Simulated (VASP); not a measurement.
VASP ran on this input.

INCAR:
```
! general
SYSTEM  = PbS
PREC    = Accurate
ENCUT   = 500
LREAL   = .FALSE.   ! projection in real space or not
LASPH   = .TRUE.

! electronic loop
EDIFF   = 1E-6   ! SCF stop (eV)
NELM    = 100
ALGO    = Normal
LMAXMIX = 4

! smearing
ISMEAR  = 1
SIGMA   = 0.1   ! width (eV)

! functional
GGA     = PS

! ions
IBRION  = 2   ! conjugate gradients
NSW     = 40
ISIF    = 3
EDIFFG  = -0.02   ! ionic stop

! output
LWAVE   = .FALSE.
LCHARG  = .FALSE.
```

**KPOINTS**
```
Automatic mesh
0
Gamma
9 9 5
0 0 0
```

### POSCAR
```
PbS
1
    4.0727591589     0.0000000000    -0.0000000000
   -2.0363795795     3.5271133352    -0.0000000000
    0.0000000000    -0.0000000000     7.2565131063
Pb S
2 2
Direct
  1.0000000000   0.0000000000   0.0000000000
  1.0000000000   0.0000000000   0.5000000000
  0.3333330000   0.6666670000   0.2500000000
  0.6666670000   0.3333330000   0.7500000000
```

POTCAR, in this order: Pb_d S (PBE.64 set). Program: vasp_std.

Problem. Translate this PBEsol calculation to Ansatz.

Solution. One equivalent input (not run):
Ansatz 0.2 input:
```yaml
crystal:
  lattice:
    - [4.0727592, 0.0000000, 0.0000000]
    - [-2.0363796, 3.5271133, 0.0000000]
    - [0.0000000, 0.0000000, 7.2565131]
  atoms:
    - { symbol: Pb, position: [1.0000000, 0.0000000, 0.0000000] }
    - { symbol: Pb, position: [1.0000000, 0.0000000, 0.5000000] }
    - { symbol: S, position: [0.3333330, 0.6666670, 0.2500000] }
    - { symbol: S, position: [0.6666670, 0.3333330, 0.7500000] }
kpoints:
  mp_grid: { grid: [9, 9, 5] }
hamiltonian:
  xc: pbesol
  pseudopotentials: { kind: paw }
scf:
  occupations: { method: methfessel_paxton, width: 0.1 }
  max_iter: 100
relax:
  max_steps: 40
  f_tol: 0.02
  cell: {}
output: { forces: true, stress: true, eigenvalues: true }
```
What does not carry over: each code has its own PAW files, so the cut-off isn't converted (ENCUT is set for VASP's; basis.ecutwfc is left out, and Ansatz then takes the one that its files recommend); Ansatz stops its SCF on the density residual and VASP on the energy change (EDIFF).

The structure was generated: PbS was put into the NiAs type type (P6_3/mmc), which need not be its known phase. It was relaxed first, which changed the volume by +35 %.
